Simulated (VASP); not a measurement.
# Cd4TeO3 (P3m1) in VASP: density of states with PBE

Aim: the density of states of Cd4TeO3 with PBE.

Program: VASP 6.6.1. These are calculated values, not measurements. Logs are shortened: lines on timing, memory, paths and dates and some standing lists are left out, and cuts for length are marked.

## 1. Starting point

It takes space group P3m1 (No. 156, trigonal). The conventional cell has a = 3.835 Å, b = 3.835 Å, c = 13.001 Å, α = 90.00°, β = 90.00°, γ = 120.00°. Cd (site symmetry 3m) has 4 O at 2.26 to 2.28 Å as nearest neighbours. Around Cd (site symmetry 3m) lie 1 O at 2.17 Å. Cd (site symmetry 3m) has 4 O at 2.24 to 2.30 Å as nearest neighbours. Around Cd (site symmetry 3m) lie 3 O at 2.26 Å. Te (site symmetry 3m) has 4 Cd at 2.82 to 3.04 Å as nearest neighbours. O (site symmetry 3m) is surrounded by 4 Cd at 2.26 to 2.28 Å. O (site symmetry 3m) has 4 Cd at 2.17 to 2.30 Å as nearest neighbours. Around O (site symmetry 3m) lie 4 Cd at 2.24 to 2.26 Å.

The cell was built by a generator and needn't be a form met in nature.

## 2. Density of states, PBE

Input file POSCAR:

```
Cd4TeO3
1.0
    3.8347060000      0.0000000000      0.0000000000
   -1.9173530000      3.3209530000      0.0000000000
    0.0000000000      0.0000000000     13.0007000000
Cd Te O
4 1 3
Direct
    0.3333330000      0.6666670000      0.4599780000
    0.3333330000      0.6666670000      0.8833750000
    0.0000000000      0.0000000000      0.6690560000
    0.0000000000      0.0000000000      0.2517210000
    0.0000000000      0.0000000000      0.0181650000
    0.3333330000      0.6666670000      0.2848290000
    0.3333330000      0.6666670000      0.7164940000
    0.0000000000      0.0000000000      0.4965440000
```

Input file INCAR.step1:

```
PREC     = Accurate       # precision mode
ENCUT    = 520            # plane-wave cutoff, eV
EDIFF    = 1E-6           # SCF threshold, eV
ISMEAR   = 0              # smearing method
SIGMA    = 0.1            # smearing width, eV
LREAL    = False          # projectors in reciprocal space
LASPH    = True           # aspherical terms in the spheres
NELM     = 80             # most SCF steps
ALGO     = Fast           # electronic algorithm
ISIF     = 2              # what is computed and relaxed
LWAVE    = False          # write WAVECAR
LCHARG   = True           # write CHGCAR
GGA      = PE             # functional
KPAR     = 4
```

Input file KPOINTS.step1:

```
regular mesh
0
Gamma
  10 10 4
```

Input file INCAR.step2:

```
PREC     = Accurate       # precision mode
ENCUT    = 520            # plane-wave cutoff, eV
EDIFF    = 1E-6           # SCF threshold, eV
ISMEAR   = -5             # smearing method
SIGMA    = 0.1            # smearing width, eV
LREAL    = False          # projectors in reciprocal space
LASPH    = True           # aspherical terms in the spheres
NELM     = 80             # most SCF steps
ALGO     = Fast           # electronic algorithm
ISIF     = 2              # what is computed and relaxed
LWAVE    = False          # write WAVECAR
LCHARG   = False          # write CHGCAR
GGA      = PE             # functional
LORBIT   = 11             # projections on sites
KPAR     = 4            
NEDOS    = 2001           # points of the DOS
ICHARG   = 11             # starting density
```

Input file KPOINTS.step2:

```
regular mesh
0
Gamma
  15 15 6
```

Potentials or basis: VASP PAW PBE potentials, release 64 (Cd, Te, O).

Started as:

```console
$ cat potpaw_PBE.64/Cd/POTCAR potpaw_PBE.64/Te/POTCAR potpaw_PBE.64/O/POTCAR > POTCAR
$ cp INCAR.step1 INCAR
$ cp KPOINTS.step1 KPOINTS
$ mpirun -np 4 vasp_std > vasp.out
$ cp INCAR.step2 INCAR
$ cp KPOINTS.step2 KPOINTS
$ mpirun -np 4 vasp_std > vasp.out
```

OUTCAR:

```text
PREC = Accurate
   ENCUT = 520
   EDIFF = 1E-6
   ISMEAR = -5
   LREAL = False
   LASPH = True
   NELM = 80
   ISIF = 2
   GGA = PE
   LORBIT = 11
   ICHARG = 11

 ion  position               nearest neighbor table
   1  0.333  0.667  0.460-   8 2.26   8 2.26   8 2.26   6 2.28   4 3.50   4 3.50   4 3.50   3 3.51
                             3 3.51   3 3.51
   2  0.333  0.667  0.883-   7 2.17   5 2.82   5 2.82   5 2.82   3 3.56   3 3.56   3 3.56
   3  0.000  0.000  0.669-   8 2.24   7 2.30   7 2.30   7 2.30   1 3.51   1 3.51   1 3.51   2 3.56
                             2 3.56   2 3.56
   4  0.000  0.000  0.252-   6 2.26   6 2.26   6 2.26   5 3.04   1 3.50   1 3.50   1 3.50
   5  0.000  0.000  0.018-   2 2.82   2 2.82   2 2.82   4 3.04
   6  0.333  0.667  0.285-   4 2.26   4 2.26   4 2.26   1 2.28
   7  0.333  0.667  0.716-   2 2.17   3 2.30   3 2.30   3 2.30
   8  0.000  0.000  0.497-   3 2.24   1 2.26   1 2.26   1 2.26

  LATTYP: Found a hexagonal cell.
 ALAT       =     3.8347060000
 C/A-ratio  =     3.3902729440

  Lattice vectors:

 A1 = (   3.8347060000,   0.0000000000,   0.0000000000)
 A2 = (  -1.9173530000,   3.3209530000,   0.0000000000)
 A3 = (   0.0000000000,   0.0000000000,  13.0007000000)

Analysis of symmetry for initial positions (statically):
=====================================================================
 Subroutine PRICEL returns:
 Original cell was already a primitive cell.

 Routine SETGRP: Setting up the symmetry group for a
 hexagonal supercell.

 Subroutine GETGRP returns: Found  6 space group operations
 (whereof  6 operations were pure point group operations)
 out of a pool of 24 trial point group operations.

The static configuration has the point symmetry C_3v.

Analysis of symmetry for dynamics (positions and initial velocities):
=====================================================================
 Subroutine PRICEL returns:
 Original cell was already a primitive cell.

 Routine SETGRP: Setting up the symmetry group for a
 hexagonal supercell.

 Subroutine GETGRP returns: Found  6 space group operations
 (whereof  6 operations were pure point group operations)
 out of a pool of 24 trial point group operations.

The dynamic configuration has the point symmetry C_3v.

 Subroutine INISYM returns: Found  6 space group operations
 (whereof  6 operations are pure point group operations),
 and found     1 'primitive' translations

----------------------------------------------------------------------------------------

                                     Primitive cell

  volume of cell :     165.5623

  direct lattice vectors                    reciprocal lattice vectors
     3.834706000  0.000000000  0.000000000     0.260776185  0.150559192  0.000000000
    -1.917353000  3.320953000  0.000000000     0.000000000  0.301118384  0.000000000
     0.000000000  0.000000000 13.000700000     0.000000000  0.000000000  0.076918935

  length of vectors
     3.834706000  3.834706163 13.000700000     0.301118397  0.301118384  0.076918935

  position of ions in fractional coordinates (direct lattice)
     0.333333000  0.666667000  0.459978000
     0.333333000  0.666667000  0.883375000
     0.000000000  0.000000000  0.669056000
     0.000000000  0.000000000  0.251721000
     0.000000000  0.000000000  0.018165000
     0.333333000  0.666667000  0.284829000
     0.333333000  0.666667000  0.716494000
     0.000000000  0.000000000  0.496544000

  ion indices of the primitive-cell ions
   primitive index   ion index
                 1           1
                 2           2
                 3           3
                 4           4
                 5           5
                 6           6
                 7           7
                 8           8

----------------------------------------------------------------------------------------

 KPOINTS: regular mesh

Automatic generation of k-mesh.
 Grid dimensions read from file:
 generate k-points for:   15   15    6

 Generating k-lattice:

  Cartesian coordinates                     Fractional coordinates (reciprocal lattice)
     0.017385079  0.010037279  0.000000000     0.066666667 -0.000000000  0.000000000
     0.000000000  0.020074559  0.000000000     0.000000000  0.066666667  0.000000000
     0.000000000  0.000000000  0.012819823     0.000000000  0.000000000  0.166666667

  Length of vectors
     0.020074560  0.020074559  0.012819823

  Shift w.r.t. Gamma in fractional coordinates (k-lattice)
     0.000000000  0.000000000  0.000000000

 TETIRR: Found   1946 inequivalent tetrahedra from     8100

 Subroutine IBZKPT returns following result:
 ===========================================

 Found    146 irreducible k-points:

 Following reciprocal coordinates:
            Coordinates               Weight
  0.000000  0.000000  0.000000      1.000000
  0.066667  0.000000  0.000000      6.000000
  0.133333 -0.000000  0.000000      6.000000
  0.200000 -0.000000  0.000000      6.000000
  0.266667 -0.000000  0.000000      6.000000
  0.333333 -0.000000  0.000000      6.000000
[... 16 lines left out ...]
  0.333333  0.200000  0.000000     12.000000
  0.400000  0.200000  0.000000      6.000000
 [... further k-points ...]
   k-points           NKPTS =    146   k-points in BZ     NKDIM =    146   number of bands    NBANDS=     43
   number of dos      NEDOS =   2001   number of ions     NIONS =      8
   total plane-waves  NPLWV =  88200
   dimension x,y,z NGX =    30 NGY =   30 NGZ =   98
   dimension x,y,z NGXF=    60 NGYF=   60 NGZF=  196
   ions per type =               4   1   3
   NGX,Y,Z   is equivalent  to a cutoff of  13.01, 13.01, 12.53 a.u.
   NGXF,Y,Z  is equivalent  to a cutoff of  26.01, 26.01, 25.06 a.u.
 SYSTEM =  unknown system
   PREC   = accura    normal or accurate (medium, high low for compatibility)
   ISTART =      0    job   : 0-new  1-cont  2-samecut
   ICHARG =     11    charge: 1-file 2-atom 10-const
   ISPIN  =      1    spin polarized calculation?
   LNONCOLLINEAR =      F non collinear calculations
   LSORBIT =      F    spin-orbit coupling
   LASPH  =      T    aspherical Exc in radial PAW
   ENCUT  =  520.0 eV  38.22 Ry    6.18 a.u.   7.13  7.13 24.17*2*pi/ulx,y,z
   NELM   =     80;   NELMIN=  2; NELMDL=  0     # of ELM steps
   EDIFF  = 0.1E-05   stopping-criterion for ELM
   LREAL  =      F    real-space projection
   EDIFFG = 0.1E-04   stopping-criterion for IOM
   NSW    =      0    number of steps for IOM
   IBRION =     -1    ionic relax: 0-MD 1-quasi-New 2-CG
   NFREE  =      0    steps in history (QN), initial steepest desc. (CG)
   ISIF   =      2    stress and relaxation
   ISYM   =      2    0-nonsym 1-usesym 2-fastsym
   POTIM  = 0.5000    time-step for ionic-motion
   TEBEG  =    0.0;   TEEND  =   0.0 temperature during run
   PSTRESS=    0.0 pullay stress
   NELECT =      72.0000    total number of electrons
   NUPDOWN=      -1.0000    fix difference up-down
   EMIN   =  10.00;   EMAX   =-10.00  energy-range for DOS
   EFERMI =   0.00;   METHOD = LEGACY
   ISMEAR =    -5;   SIGMA  =   0.10  broadening in eV -4-tet -1-fermi 0-gaus
   EFERMI_NEDOS =   21; number of points for ismear=-14 and -15
   IALGO  =     68    algorithm
   IMIX   =      4    mixing-type and parameters
     AMIX     =   0.40;   BMIX     =  1.00
     AMIX_MAG =   1.60;   BMIX_MAG =  1.00
  volume/ion in A,a.u.               =      20.70       139.66
  Fermi-wavevector in a.u.,A,eV,Ry     =   1.240314  2.343855 20.930931  1.538380
  Thomas-Fermi vector in A             =   2.374760
   LORBIT       =     11    0 simple, 1 ext, 2 COOP (PROOUT), +10 PAW based schemes
   GGA     = PE    functional components
   LHFCALC =     F    Hartree Fock is set to
   AEXX    =    0.0000 exact exchange contribution
   IVDW    =     0    specifies the selected vdW correction
   LEPSILON=     F    determine dielectric tensor
   LRPA    =     F    only Hartree local field effects (RPA)
 non-spin polarized calculation
 RMM-DIIS sequential band-by-band and
 Fermi weights with tetrahedron method with Bloechl corrections
  energy-cutoff  :      520.00
  volume of cell :      165.56
 maximum number of plane-waves:      4497
 NGX is ok and might be reduce to    30

 number of electron      72.0000030 magnetization

 Free energy of the ion-electron system (eV)
  ---------------------------------------------------
  ext. energy  EPLUGINS =         0.00000000
  ---------------------------------------------------
  free energy    TOTEN  =       -26.96492931 eV

  energy without entropy =      -26.96492931  energy(sigma->0) =      -26.96492931

 E-fermi :   2.4883     XC(G=0):  -9.6361

 val. band max:        2.5793073161   @ k =   0.0667   0.0000   0.1667
 cond. band min:       2.4552167161   @ k =   0.1333  -0.0000   0.5000
 fundamental gap:     -0.1240906000
 Fermi energy:         2.4882830189

 k-point     1 :       0.0000    0.0000    0.0000
  band No.  band energies     occupation
      1     -15.7762      2.00000
      2     -15.5072      2.00000
      3     -15.3643      2.00000
      4      -9.6888      2.00000
      5      -6.5231      2.00000
      6      -6.4945      2.00000
[... 35 lines left out ...]
     42       7.6186      0.00000
     43       9.2263      0.00000

 k-point     2 :       0.0667    0.0000    0.0000
  band No.  band energies     occupation
      1     -15.7705      2.00000
      2     -15.5003      2.00000
      3     -15.3601      2.00000
      4      -9.6542      2.00000
      5      -6.5234      2.00000
      6      -6.4869      2.00000
[... 35 lines left out ...]
     42       7.8474      0.00000
     43       8.8448      0.00000

 k-point     3 :       0.1333   -0.0000    0.0000
  band No.  band energies     occupation
      1     -15.7546      2.00000
      2     -15.4808      2.00000
      3     -15.3486      2.00000
      4      -9.5541      2.00000
      5      -6.5245      2.00000
      6      -6.4673      2.00000
[... 919 lines left out ...]
      6      -6.4393      2.00000
[... 35 lines left out ...]
     42       6.8334      0.00000
     43       7.4598      0.00000

 k-point    24 :       0.4000    0.2000    0.0000
  band No.  band energies     occupation
      1     -15.6394      2.00000
      2     -15.3213      2.00000
      3     -15.2801      2.00000
      4      -8.6997      2.00000
      5      -6.5198      2.00000
      6      -6.4394      2.00000
[... 35 lines left out ...]
     42       6.6149      0.00000
     43       7.4113      0.00000

 [... further k-points ...]

------------------------ aborting loop because EDIFF is reached ----------------------------------------

  FORCE on cell =-STRESS in cart. coord.  units (eV):
  Direction    XX          YY          ZZ          XY          YZ          ZX
  --------------------------------------------------------------------------------------
  -------------------------------------------------------------------------------------
  Total       -0.0851214     -0.0851214     -0.1123966      0.0000000      0.0000000      0.0000000
  in kB       -0.8237354     -0.8237355     -1.0876829      0.0000000      0.0000000      0.0000000
  external PRESSURE =      -0.9117179 kB  Pullay stress =       0.0000000 kB

 VOLUME and BASIS-vectors are now :
 -----------------------------------------------------------------------------
  energy-cutoff  :      520.00
  volume of cell :      165.56
      direct lattice vectors                 reciprocal lattice vectors
     3.834706000  0.000000000  0.000000000     0.260776185  0.150559192  0.000000000
    -1.917353000  3.320953000  0.000000000     0.000000000  0.301118384  0.000000000
     0.000000000  0.000000000 13.000700000     0.000000000  0.000000000  0.076918935

 POSITION                                       TOTAL-FORCE (eV/Angst)
 -----------------------------------------------------------------------------------
     -0.00000      2.21397      5.98004         0.000000     -0.000000     -0.005646
     -0.00000      2.21397     11.48449        -0.000000     -0.000000      0.019270
      0.00000      0.00000      8.69820         0.000000      0.000000      0.003467
      0.00000      0.00000      3.27255         0.000000     -0.000000     -0.003577
      0.00000      0.00000      0.23616         0.000000     -0.000000     -0.021229
     -0.00000      2.21397      3.70298        -0.000000     -0.000000      0.003721
     -0.00000      2.21397      9.31492        -0.000000      0.000000     -0.001260
      0.00000      0.00000      6.45542         0.000000     -0.000000      0.005254
 -----------------------------------------------------------------------------------
    total drift:                                0.005925     -0.003425     -0.005348

  FREE ENERGIE OF THE ION-ELECTRON SYSTEM (eV)
  ---------------------------------------------------
  free  energy   TOTEN  =       -26.9649293105 eV

  energy  without entropy=      -26.9649293105  energy(sigma->0) =      -26.96492931

 total charge

# of ion       s       p       d       tot
------------------------------------------
    1        0.363   0.251   9.617  10.231
    2        0.458   0.312   9.549  10.319
    3        0.369   0.241   9.612  10.222
    4        0.378   0.232   9.597  10.207
    5        1.389   1.987   0.026   3.403
    6        1.569   3.328   0.000   4.897
    7        1.575   3.317   0.000   4.892
    8        1.570   3.330   0.000   4.901
--------------------------------------------------
tot          7.670  12.999  38.402  59.071
```

Run time: 4.7 min. Hardware: 4 MPI ranks of Intel Xeon Platinum 8488C (Sapphire Rapids), shared host; peak memory 0.88 GiB.

What came out:

* Valence electrons inside the program's atomic spheres: Cd 10.23, 10.32, 10.22, 10.21; Te 3.40; O 4.90, 4.89

Levels at points of the mesh, in eV from the Fermi level:
| k point | band 34 | band 35 | band 36 | band 37 | band 38 | band 39 |
| --- | --- | --- | --- | --- | --- | --- |
| (0.00, 0.00, 0.00) | -1.84 | -1.84 | 0.26 | 0.57 | 0.57 | 0.88 |
| (0.00, 0.00, 0.50) | -1.83 | -0.98 | -0.59 | 0.57 | 0.57 | 1.39 |

States per cell in windows of 1 eV (zero at the Fermi level; states under -8 eV left out):
```tsv
from (eV)	total	Cd1_d	Cd3_d	O7_p	O6_p	O8_p	Te5_p
-8.0	16.34	8.70	4.48	0.03	0.03	0.07	0.00
-7.0	0.00	0.00	0.00	0.00	0.00	0.00	0.00
-6.0	1.11	0.02	0.03	0.16	0.05	0.04	0.10
-5.0	5.89	0.15	0.14	0.62	0.58	0.62	0.29
-4.0	5.49	0.11	0.16	1.12	0.73	0.54	0.21
-3.0	8.85	0.30	0.24	1.08	1.55	1.64	0.55
-2.0	1.51	0.03	0.01	0.05	0.14	0.13	0.39
-1.0	1.11	0.00	0.00	0.03	0.03	0.03	0.39
0.0	1.35	0.00	0.00	0.08	0.06	0.07	0.24
1.0	2.29	0.00	0.00	0.14	0.12	0.09	0.10
2.0	2.34	0.00	0.01	0.16	0.13	0.09	0.07
3.0	2.68	0.01	0.01	0.16	0.09	0.12	0.12
4.0	3.49	0.02	0.03	0.15	0.16	0.21	0.11
5.0	1.56	0.01	0.01	0.04	0.06	0.06	0.06
6.0	0.22	0.00	0.00	0.00	0.00	0.00	0.01
```

Caveat: tetrahedron occupations give inexact forces and stress in metals. The run has no spin-orbit coupling, so splittings on Te are missing.
